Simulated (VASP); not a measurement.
Computed with PBE GGA, VASP's PBE PAW potentials (set 64) (plane waves; VASP).

Input for VASP

**POSCAR**
```
HfB2
1
    1.6014000000    -2.7737060000     0.0000000000
    1.6014000000     2.7737060000     0.0000000000
    0.0000000000     0.0000000000     3.5496000000
Hf B
1 2
Direct
  0.0000000000   0.0000000000   0.0000000000
  0.3333330000   0.6666670000   0.5000000000
  0.6666670000   0.3333330000   0.5000000000
```

**INCAR**
```
ALGO = Normal
EDIFF = 1E-6
ENCUT = 600
GGA = PE
ISIF = 2
ISMEAR = 1
LASPH = T
LCHARG = F
LMAXMIX = 6
LREAL = F
LWAVE = F
NELM = 100
PREC = Accurate
SIGMA = 0.1
SYSTEM = HfB2
```

KPOINTS:
```
Automatic mesh
0
Gamma
10 10 8
0 0 0
```

POTCAR, in this order: Hf_pv B (PBE.64 set). Program: vasp_std.

What VASP printed:

### OUTCAR
```
 ion  position               nearest neighbor table
   1  0.000  0.000  0.000-   2 2.56   3 2.56   2 2.56   3 2.56   3 2.56   3 2.56   2 2.56   2 2.56
                             3 2.56   3 2.56   2 2.56   2 2.56
   2  0.333  0.667  0.500-   3 1.85   3 1.85   3 1.85   1 2.56   1 2.56   1 2.56   1 2.56   1 2.56
                             1 2.56
   3  0.667  0.333  0.500-   2 1.85   2 1.85   2 1.85   1 2.56   1 2.56   1 2.56   1 2.56   1 2.56
                             1 2.56
  LATTYP: Found a hexagonal cell.
 ALAT       =     3.2027998586
 C/A-ratio  =     1.1082803037
 Subroutine PRICEL returns:
 Original cell was already a primitive cell.
 Subroutine GETGRP returns: Found 24 space group operations
The static configuration has the point symmetry D_6h.
The dynamic configuration has the point symmetry D_6h.
 Subroutine INISYM returns: Found 24 space group operations
 Subroutine IBZKPT returns following result:
 Found     70 irreducible k-points:

 Following reciprocal coordinates:
            Coordinates               Weight
  0.000000  0.000000  0.000000      1.000000
  0.100000  0.000000  0.000000      6.000000
  0.200000  0.000000  0.000000      6.000000
  0.300000  0.000000  0.000000      6.000000
  0.400000  0.000000  0.000000      6.000000
  0.500000  0.000000  0.000000      3.000000
  0.100000  0.100000  0.000000      6.000000
  0.200000  0.100000  0.000000     12.000000
  0.300000  0.100000  0.000000     12.000000
  0.400000  0.100000  0.000000     12.000000
  0.200000  0.200000  0.000000      6.000000
  0.300000  0.200000  0.000000     12.000000
  0.400000  0.200000  0.000000      6.000000
  0.300000  0.300000  0.000000      6.000000
  0.000000  0.000000  0.125000      2.000000
  0.100000  0.000000  0.125000     12.000000
  0.200000  0.000000  0.125000     12.000000
  0.300000  0.000000  0.125000     12.000000
  0.400000  0.000000  0.125000     12.000000
...
```

File OSZICAR:
```
       N       E                     dE             d eps       ncg     rms          rms(c)
DAV:   1     0.325751825551E+02    0.32575E+02   -0.91607E+03  1680   0.141E+03
DAV:   2    -0.265544482261E+02   -0.59130E+02   -0.55469E+02  2004   0.257E+02
DAV:   3    -0.286172473828E+02   -0.20628E+01   -0.20140E+01  2276   0.355E+01
DAV:   4    -0.286356093246E+02   -0.18362E-01   -0.18345E-01  2036   0.352E+00
DAV:   5    -0.286358114647E+02   -0.20214E-03   -0.20209E-03  2208   0.312E-01    0.476E+01
DAV:   6    -0.264282596016E+02    0.22076E+01   -0.53008E+00  2044   0.146E+01    0.353E+01
DAV:   7    -0.263863293689E+02    0.41930E-01   -0.15179E+00  2112   0.826E+00    0.118E+01
DAV:   8    -0.263349964533E+02    0.51333E-01   -0.39310E-01  2000   0.429E+00    0.156E+00
DAV:   9    -0.263306652367E+02    0.43312E-02   -0.30980E-02  1980   0.131E+00    0.233E-01
DAV:  10    -0.263306211000E+02    0.44137E-04   -0.85642E-04  2040   0.254E-01    0.337E-01
DAV:  11    -0.263306237535E+02   -0.26535E-05   -0.10651E-04  2072   0.821E-02    0.173E-01
DAV:  12    -0.263306195552E+02    0.41983E-05   -0.10941E-05  2068   0.288E-02    0.232E-02
DAV:  13    -0.263306197485E+02   -0.19326E-06   -0.41637E-07  1256   0.661E-03
   1 F= -.26330620E+02 E0= -.26330439E+02  d E =-.542919E-03
```

OUTCAR:
```
------------------------ aborting loop because EDIFF is reached ----------------------------------------
  FORCE on cell =-STRESS in cart. coord.  units (eV):
  Direction    XX          YY          ZZ          XY          YZ          ZX
  --------------------------------------------------------------------------------------
  Total       -2.6471936     -2.6471933     -2.1702765      0.0000000      0.0000000     -0.0000000
  in kB     -134.5013457   -134.5013299   -110.2696488      0.0000000      0.0000000     -0.0000000
  external PRESSURE =    -126.4241081 kB  Pullay stress =       0.0000000 kB
  volume of cell :       31.53
      direct lattice vectors                 reciprocal lattice vectors
     1.601400000 -2.773706000  0.000000000     0.312226802 -0.180264239  0.000000000
     1.601400000  2.773706000  0.000000000     0.312226802  0.180264239  0.000000000
     0.000000000  0.000000000  3.549600000     0.000000000  0.000000000  0.281721884
 POSITION                                       TOTAL-FORCE (eV/Angst)
 -----------------------------------------------------------------------------------
      0.00000      0.00000      0.00000         0.000000     -0.000000     -0.000000
      1.60140      0.92457      1.77480        -0.000000      0.000000     -0.000000
      1.60140     -0.92457      1.77480         0.000000     -0.000000      0.000000
 -----------------------------------------------------------------------------------
    total drift:                                0.000000      0.000000      0.000000
  FREE ENERGIE OF THE ION-ELECTRON SYSTEM (eV)
  ---------------------------------------------------
  free  energy   TOTEN  =       -26.3306197485 eV

  energy  without entropy=      -26.3300768295  energy(sigma->0) =      -26.33043878
```
(Selected blocks of OUTCAR.)

The compound is HfB2 in the AlB2 type structure. The cell was not relaxed at this level. The run is one of a series of settings (ENCUT = 600 against the base run), some of them coarse on purpose.
